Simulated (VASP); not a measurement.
Given:

```
CELL_PARAMETERS angstrom
      1.66595    -2.88550     0.00000
      1.66595     2.88550     0.00000
      0.00000     0.00000     5.18747
ATOMIC_POSITIONS crystal
  Sc 0.33333 0.66667 0.25000
  Sc 0.66667 0.33333 0.75000
```

All values below come from r2SCAN meta-GGA, VASP's PBE PAW potentials (set 64) (plane waves; VASP). Run with 400 eV cut-off, 14×14×8 Γ-centred mesh, tetrahedra with Blöchl corrections, potentials Sc_sv.

Q: Give the energies of bands 9 to 14 at the high-symmetry points, in eV from the Fermi level.

A: 
```json
[
 {"band": "9", "Γ": "-5.48", "M": "-1.71", "K": "-0.77", "A": "-3.86", "L": "-1.51", "H": "-0.45"},
 {"band": "10", "Γ": "-1.68", "M": "-1.13", "K": "-0.77", "A": "-3.86", "L": "-1.51", "H": "-0.45"},
 {"band": "11", "Γ": "0.45", "M": "-0.66", "K": "-0.71", "A": "1.10", "L": "0.04", "H": "-0.04"},
 {"band": "12", "Γ": "1.79", "M": "-0.42", "K": "-0.44", "A": "1.10", "L": "0.04", "H": "-0.04"},
 {"band": "13", "Γ": "1.79", "M": "1.41", "K": "1.15", "A": "1.71", "L": "1.30", "H": "0.22"},
 {"band": "14", "Γ": "2.07", "M": "1.54", "K": "1.15", "A": "1.71", "L": "1.30", "H": "0.22"}
]
```

It has no gap at this level: it comes out as a metal or semimetal.

The compound is Sc in the hcp structure. It was relaxed first.
